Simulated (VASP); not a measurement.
# TiN: relaxation of cell and atoms with PBE

Crystal: TiN.

```xyz
2
Lattice="0.0000 2.1247 2.1247 2.1247 0.0000 2.1247 2.1247 2.1247 0.0000" Properties=species:S:1:pos:R:3 pbc="T T T"
Ti    4.2495    2.1247    2.1247
N     2.1247    2.1247    2.1247
```

```yaml
Program: VASP 6.6.1
Task: relaxation of cell and atoms
Functional: PBE
Potentials_or_basis: VASP PAW PBE potentials, release 64 (Ti_sv, N)
Cutoff: 520 eV
k_mesh: 12 × 12 × 12
Occupations: gaussian, width 0.02 eV
Spin: no spin polarisation
Further_INCAR_settings: ALGO = Normal; EDIFF = 1e-07; IBRION = 2; EDIFFG = -0.002; NSW = 80; ISIF = 3
```

```yaml
Relaxed_volume: 9.59 Å³/atom
Relaxed_cell: a = 3.005 Å, b = 3.005 Å, c = 3.005 Å, α = 60.00°, β = 60.00°, γ = 60.00°
Space_group_after_relaxing_to_0.05_Å: Fm-3m (No. 225)
Energy_gained_by_relaxing: 0.0 meV/atom
Ionic_steps: 4
Pressure_after_relaxing: 0.0 GPa
Band_gap_on_the_k_mesh: none (metal or under the smearing width)
```

Final structure:
```cif
data_structure
_symmetry_space_group_name_H-M 'P 1'
_symmetry_Int_Tables_number 1
_cell_length_a 3.0047
_cell_length_b 3.0047
_cell_length_c 3.0047
_cell_angle_alpha 60.000
_cell_angle_beta 60.000
_cell_angle_gamma 60.000
_cell_volume 19.18
loop_
_atom_site_label
_atom_site_type_symbol
_atom_site_fract_x
_atom_site_fract_y
_atom_site_fract_z
_atom_site_occupancy
Ti1 Ti 0.00000 0.00000 0.00000 1
N1 N 0.50000 0.50000 0.50000 1
```

Levels at points of the mesh, in eV from the Fermi level:
| k point | band 5 | band 6 | band 7 | band 8 | band 9 | band 10 | band 11 | band 12 |
| --- | --- | --- | --- | --- | --- | --- | --- | --- |
| (0.00, 0.00, 0.00) | -17.01 | -1.98 | -1.98 | -1.98 | -0.56 | -0.56 | -0.56 | 0.62 |
| (0.50, 0.00, 0.00) | -14.58 | -7.99 | -5.40 | -5.40 | 1.72 | 1.72 | 2.38 | 5.74 |
| (0.50, 0.50, 0.00) | -15.61 | -5.76 | -3.17 | -3.17 | -2.99 | 1.67 | 2.41 | 2.41 |

It took 33 s on 1 thread of Intel(R) Xeon(R) Platinum 8488C (Sapphire Rapids), with other jobs on the host, peak memory 0.14 GiB.
